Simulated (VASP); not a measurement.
VASP runs on HfN (rock salt) share one base input (PBE GGA, plane waves, VASP's PBE PAW potentials (set 64)) and change the settings named in each case.

**KPOINTS**
```
kpoints
0
Gamma
 12 12 12
0 0 0
```

**INCAR**
```
SYSTEM=HfN
PREC=Accurate; ENCUT=520; LREAL=.False.
LASPH=.True.
EDIFF=1E-6; NELM=100; ALGO=Normal
LMAXMIX=6
ISMEAR=1; SIGMA=0.1
GGA=PE
ISIF=2
LWAVE=.False.; LCHARG=.False.
```

File POSCAR:
```
HfN
4.61040
  0.0000000000   0.5000000000   0.5000000000
  0.5000000000   0.0000000000   0.5000000000
  0.5000000000   0.5000000000   0.0000000000
Hf N
1 1
Cartesian
  0.0000000000   0.0000000000   0.0000000000
  0.5000000000   0.5000000000   0.5000000000
```

POTCAR, in this order: Hf_pv N (PBE.64 set). Program: vasp_std.

```json
[
 {"change": "base run", "E(σ→0) (eV/atom)": "-10.8593", "pressure (GPa)": "-12.18", "−TS (eV)": "0.0005", "plane waves": "684"},
 {"change": "ENCUT = 250", "E(σ→0) (eV/atom)": "-10.8880", "pressure (GPa)": "-47.43", "−TS (eV)": "0.0004", "plane waves": "229"},
 {"change": "ENCUT = 300", "E(σ→0) (eV/atom)": "-10.8598", "pressure (GPa)": "-29.69", "−TS (eV)": "0.0004", "plane waves": "303"},
 {"change": "ENCUT = 350", "E(σ→0) (eV/atom)": "-10.8493", "pressure (GPa)": "-20.31", "−TS (eV)": "0.0005", "plane waves": "380"},
 {"change": "ENCUT = 400", "E(σ→0) (eV/atom)": "-10.8612", "pressure (GPa)": "-15.03", "−TS (eV)": "0.0005", "plane waves": "459"},
 {"change": "ENCUT = 700", "E(σ→0) (eV/atom)": "-10.8623", "pressure (GPa)": "-12.29", "−TS (eV)": "0.0005", "plane waves": "1056"},
 {"change": "ENCUT = 750", "E(σ→0) (eV/atom)": "-10.8628", "pressure (GPa)": "-12.24", "−TS (eV)": "0.0005", "plane waves": "1159"},
 {"change": "ENCUT = 800", "E(σ→0) (eV/atom)": "-10.8631", "pressure (GPa)": "-12.17", "−TS (eV)": "0.0005", "plane waves": "1283"}
]
```
 Unless said otherwise, spin-orbit coupling is left out, though it shifts the bands of the heavy elements here.

Left out are runs that ran out of time, are held back, or changed the cell or the kind of run, fixed moments of cells without a moment, rows past the twelfth, gaps on odd meshes, pressures of charged cells and columns that move by less than the noise.

The compound is HfN in the rock salt structure. The cell was not relaxed at this level. The electron count is odd and the run is not spin-polarised, which forces a metal.
